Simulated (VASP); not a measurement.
A run of VASP 6.6.1 is set up as follows.

The input INCAR:

```
SYSTEM = KRuO2
PREC     = Normal         ! precision mode
ENCUT    = 520            ! plane-wave cutoff, eV
EDIFF    = 1E-4           ! SCF threshold, eV
ISMEAR   = 0              ! smearing method
SIGMA    = 0.15           ! smearing width, eV
LREAL    = .False.        ! projectors in reciprocal space
LASPH    = .True.         ! aspherical terms in the spheres
NELM     = 60             ! most SCF steps
ALGO     = Fast           ! electronic algorithm
ISIF     = 3              ! what is computed and relaxed
LWAVE    = .False.        ! write WAVECAR
LCHARG   = .False.        ! write CHGCAR
GGA      = PE             ! functional
IBRION   = 2              ! ionic algorithm
NSW      = 24             ! ionic steps
EDIFFG   = -0.08          ! ionic threshold
```

Contents of KPOINTS:

```
regular mesh
0
Gamma
  4 4 4
  0 0 0
```

Contents of POSCAR:

```
KRuO2
1.0
   -2.9000000000      2.9000000000      3.8300000000
    2.9000000000     -2.9000000000      3.8300000000
    2.9000000000      2.9000000000     -3.8300000000
K Ru O
2 2 4
Direct
    0.2500000000      0.7500000000      0.5000000000
    0.5000000000      0.5000000000      0.0000000000
    0.0000000000      0.0000000000      0.0000000000
    0.7500000000      0.2500000000      0.5000000000
    0.0050000000      0.1250000000      0.3800000000
    0.3750000000      0.9950000000      0.1200000000
    0.8750000000      0.2550000000      0.8800000000
    0.7450000000      0.6250000000      0.6200000000
```

Potentials or basis: VASP PAW PBE potentials, release 64 (K_sv, Ru_pv, O).

Run with:

```console
$ cat potpaw_PBE.64/K_sv/POTCAR potpaw_PBE.64/Ru_pv/POTCAR potpaw_PBE.64/O/POTCAR > POTCAR
$ mpirun -np 1 vasp_std > vasp.out
```

Estimate the band gap on the k mesh.

none (metal or under the smearing width).

Estimate the relaxed volume.

15.83 Å³/atom.

What does it give for the space group after relaxing (to 0.05 Å)?

I-42d (No. 122).

Predict the relaxed cell.

a = 5.485 Å, b = 5.485 Å, c = 5.485 Å, α = 111.24°, β = 111.24°, γ = 105.99°.

Forces on the atoms (eV/Å):
```
K    0.000  0.000  0.000
K    0.000  0.000  0.000
Ru   0.000  0.000  0.000
Ru   0.000  0.000  0.000
O    0.000 -0.034  0.000
O    0.034  0.000  0.000
O   -0.034  0.000  0.000
O    0.000  0.034  0.000
```

Caveat: the k mesh is coarse (spacing up to 0.38 Å⁻¹), so the values aren't converged; the relaxation stopped at a loose force limit of 0.08 eV/Å, so its end isn't a converged minimum.
